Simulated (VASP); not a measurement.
Runs of VASP 6.6.1 on SnTe. Symmetry: Fm-3m, No. 225, cubic system. The conventional cell has a = 6.372 Å, b = 6.372 Å, c = 6.372 Å, α = 90.00°, β = 90.00°, γ = 90.00°. Sn (site symmetry m-3m) is surrounded by 6 Te at 3.19 Å. Te (site symmetry m-3m) is surrounded by 6 Sn at 3.19 Å. The cell is a database's computed one.

```csv
task,level,potentials or basis,cell,k mesh,cutoff (eV),mesh quality,gap on the mesh (eV),pressure (GPa),relaxed volume (Å³/atom)
relaxation of cell and atoms,RPBE,"VASP PAW PBE potentials, release 64 (Sn_d, Te)",relaxed,12 × 12 × 12,600,not flagged,0.17,0.0,34.05
relaxation of cell and atoms,LDA,"VASP PAW LDA potentials, release 64 (Sn_d, Te)",relaxed,12 × 12 × 12,600,not flagged,0.21,0.0,30.36
relaxation of cell and atoms,PBEsol,"VASP PAW PBE potentials, release 64 (Sn_d, Te)",relaxed,12 × 12 × 12,600,not flagged,0.16,0.0,31.11
single point,PBEsol,"VASP PAW PBE potentials, release 64 (Sn_d, Te)",as given,12 × 12 × 12,520,not flagged,(b),-1.7,-
relaxation of cell and atoms,PBEsol,"VASP PAW PBE potentials, release 64 (Sn, Te)",relaxed,12 × 12 × 12,580,not flagged,0.16,0.0,31.09
relaxation of cell and atoms,PBEsol,"VASP PAW PBE potentials, release 64 (Sn_d, Te)",relaxed,12 × 12 × 12,300,not flagged,0.17,0.0,30.94
relaxation of cell and atoms,PBEsol,"VASP PAW PBE potentials, release 64 (Sn_d, Te)",relaxed,4 × 4 × 4,600,coarse,0.20,0.0,(a)
```

Alike in all rows: no spin polarisation; smearing gaussian 0.1 eV.

Problem. Estimate the missing entries.

Solution. (a) 30.67; (b) 0.05.

Caveats: some runs use coarse meshes; spin-orbit coupling is left out, which moves the levels of the heavy elements; the PAW data sets were made with another functional, which shifts forces and pressure a little (some runs).

A k mesh can miss the band edges, and the runs leave out spin-orbit coupling on Sn, Te.

The runs don't all hold the same shells in valence.

Runs at the PBE level aren't shown here.
